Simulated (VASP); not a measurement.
Output of a VASP run:

File OSZICAR:
```
...
DAV:   1     0.512311698816E+03    0.51231E+03   -0.29769E+04  1720   0.135E+03
DAV:   2     0.183946671366E+02   -0.49392E+03   -0.48070E+03  1887   0.364E+02
DAV:   3    -0.261077854419E+02   -0.44502E+02   -0.44212E+02  1947   0.113E+02
DAV:   4    -0.272489267939E+02   -0.11411E+01   -0.11375E+01  2026   0.184E+01
DAV:   5    -0.272702737126E+02   -0.21347E-01   -0.21333E-01  2018   0.248E+00    0.151E+01
DAV:   6    -0.251517774706E+02    0.21185E+01   -0.47173E+00  2223   0.270E+01    0.116E+01
DAV:   7    -0.251916850615E+02   -0.39908E-01   -0.30801E+00  1917   0.809E+00    0.549E+00
DAV:   8    -0.251689117449E+02    0.22773E-01   -0.56639E-01  2088   0.578E+00    0.102E+00
DAV:   9    -0.251565576532E+02    0.12354E-01   -0.68787E-02  2114   0.252E+00    0.259E-01
DAV:  10    -0.251576152787E+02   -0.10576E-02   -0.78104E-03  1865   0.498E-01    0.175E-01
DAV:  11    -0.251576566030E+02   -0.41324E-04   -0.82233E-04  2018   0.266E-01    0.127E-01
DAV:  12    -0.251579575846E+02   -0.30098E-03   -0.46770E-04  1813   0.987E-02    0.922E-02
DAV:  13    -0.251579603166E+02   -0.27320E-05   -0.67633E-05  2248   0.815E-02    0.313E-02
DAV:  14    -0.251579655734E+02   -0.52568E-05   -0.13252E-05  1822   0.184E-02    0.116E-02
DAV:  15    -0.251579656259E+02   -0.52562E-07   -0.25624E-06  1480   0.129E-02
   1 F= -.25157966E+02 E0= -.25157966E+02  d E =-.251580E+02
       N       E                     dE             d eps       ncg     rms          rms(c)
DAV:   1    -0.251610334805E+02   -0.30679E-02   -0.13792E-01  2118   0.260E+00    0.410E-01
DAV:   2    -0.251586311473E+02    0.24023E-02   -0.97116E-03  2148   0.111E+00    0.142E-01
DAV:   3    -0.251583537629E+02    0.27738E-03   -0.85919E-04  1949   0.212E-01    0.117E-01
DAV:   4    -0.251582944495E+02    0.59313E-04   -0.63390E-05  1847   0.604E-02    0.411E-02
DAV:   5    -0.251582766540E+02    0.17795E-04   -0.17340E-05  2037   0.341E-02    0.134E-02
DAV:   6    -0.251582748240E+02    0.18300E-05   -0.30391E-06  1374   0.116E-02    0.449E-03
DAV:   7    -0.251582748993E+02   -0.75328E-07   -0.56765E-07  1013   0.537E-03
   2 F= -.25158275E+02 E0= -.25158275E+02  d E =-.309273E-03
       N       E                     dE             d eps       ncg     rms          rms(c)
DAV:   1    -0.251585142372E+02   -0.23941E-03   -0.10994E-02  2121   0.731E-01    0.116E-01
DAV:   2    -0.251583249535E+02    0.18928E-03   -0.77626E-04  2142   0.314E-01    0.398E-02
DAV:   3    -0.251583017296E+02    0.23224E-04   -0.69279E-05  1935   0.602E-02    0.329E-02
DAV:   4    -0.251582947715E+02    0.69581E-05   -0.50157E-06  1747   0.171E-02    0.118E-02
DAV:   5    -0.251582919940E+02    0.27775E-05   -0.13073E-06   998   0.985E-03    0.366E-03
DAV:   6    -0.251582914458E+02    0.54815E-06   -0.36868E-07   953   0.429E-03
   3 F= -.25158291E+02 E0= -.25158291E+02  d E =-.325820E-03
       N       E                     dE             d eps       ncg     rms          rms(c)
DAV:   1    -0.251585576539E+02   -0.26566E-03   -0.10298E-01  1738   0.152E+00    0.972E-02
DAV:   2    -0.251584888273E+02    0.68827E-04   -0.10599E-03  2205   0.252E-01    0.403E-02
DAV:   3    -0.251584672546E+02    0.21573E-04   -0.52944E-05  1965   0.506E-02    0.297E-02
DAV:   4    -0.251584632277E+02    0.40269E-05   -0.10387E-05  2024   0.182E-02    0.102E-02
DAV:   5    -0.251584636994E+02   -0.47169E-06   -0.13648E-06  1141   0.848E-03
   4 F= -.25158464E+02 E0= -.25158464E+02  d E =-.172254E-03
```

OUTCAR:
```
------------------------ aborting loop because EDIFF is reached ----------------------------------------
  FORCE on cell =-STRESS in cart. coord.  units (eV):
  Direction    XX          YY          ZZ          XY          YZ          ZX
  --------------------------------------------------------------------------------------
  Total       -0.0382298     -0.0422895      0.0038868     -0.0035157      0.0050736     -0.0087878
  in kB       -0.3133754     -0.3466529      0.0318609     -0.0288191      0.0415894     -0.0720345
  external PRESSURE =      -0.2093891 kB  Pullay stress =       0.0000000 kB
  volume of cell :      195.46
      direct lattice vectors                 reciprocal lattice vectors
     4.126520423 -7.108639756 -0.004301572     0.121496462 -0.070146012  0.000084773
     2.046500886  3.544643664  0.000000000     0.243656205  0.141440835  0.000084773
    -0.003505875  0.002024118  6.699445482     0.000078010 -0.000045039  0.149266140
 POSITION                                       TOTAL-FORCE (eV/Angst)
 -----------------------------------------------------------------------------------
      2.05424     -1.18602      3.35344         0.008370     -0.004833     -0.012363
      2.08949      1.15673      0.02645         0.000873     -0.000504      0.009392
      4.13444     -4.75012      3.33022        -0.000824      0.000476      0.019738
      4.07427     -2.35228      0.00639        -0.010166      0.005869     -0.014568
      2.04184     -1.17886      5.71486         0.000084     -0.000049     -0.004983
      2.16016      1.11593      2.59929        -0.008538      0.004929      0.001329
      4.13282     -4.74918      5.89171         0.008183     -0.004725      0.010482
      3.99254     -2.30509      2.56208         0.002017     -0.001165     -0.009028
 -----------------------------------------------------------------------------------
    total drift:                                0.001173      0.002484      0.002118
  FREE ENERGIE OF THE ION-ELECTRON SYSTEM (eV)
  ---------------------------------------------------
  free  energy   TOTEN  =       -25.1584636994 eV

  energy  without entropy=      -25.1584636994  energy(sigma->0) =      -25.15846370

 reached required accuracy - stopping structural energy minimisation
```
(Selected blocks of OUTCAR.)

### POSCAR
```
Cd3ZnS4
1
    4.1175927155    -7.1030438652    -0.0043189394
    2.0463097214     3.5443125572     0.0000000002
   -0.0035171405     0.0020306223     6.6954022899
Zn Cd S
1 3 4
Direct
  0.3328801810   0.3328791810   0.5009624815
  0.1727722579   0.6727722579   0.0037585285
  0.8357636884   0.3357626884   0.4968294974
  0.6599453203   0.6599463203   0.0017846599
  0.3315377430   0.3315367430   0.8535341109
  0.1845995613   0.6845995613   0.3881747764
  0.8355602296   0.3355592296   0.8799435415
  0.6469430184   0.6469440184   0.3830124039
```

Problem. Reconstruct the remaining input files.

Solution. Several could match; the one computed here: the input of the run itself, PBE GGA, plane waves, VASP's PBE PAW potentials (set 64).

**INCAR**
```
ALGO = Normal
EDIFF = 1E-6
EDIFFG = -0.02
ENCUT = 400
GGA = PE
IBRION = 2
ISIF = 3
ISMEAR = 0
LASPH = T
LCHARG = F
LMAXMIX = 4
LREAL = F
LWAVE = F
NELM = 100
NSW = 60
PREC = Accurate
SIGMA = 0.05
SYSTEM = Cd3ZnS4
```

**KPOINTS**
```
Automatic mesh
0
Gamma
3 6 3
0 0 0
```

POTCAR, in this order: Zn Cd S (PBE.64 set). Program: vasp_std.

The structure was generated: Cd3ZnS4 was put into an ordered model structure (Pm), which need not be its known phase. This run relaxes it. Symmetry was kept, so distortions that lower it aren't found. The start is the result of an earlier pass.
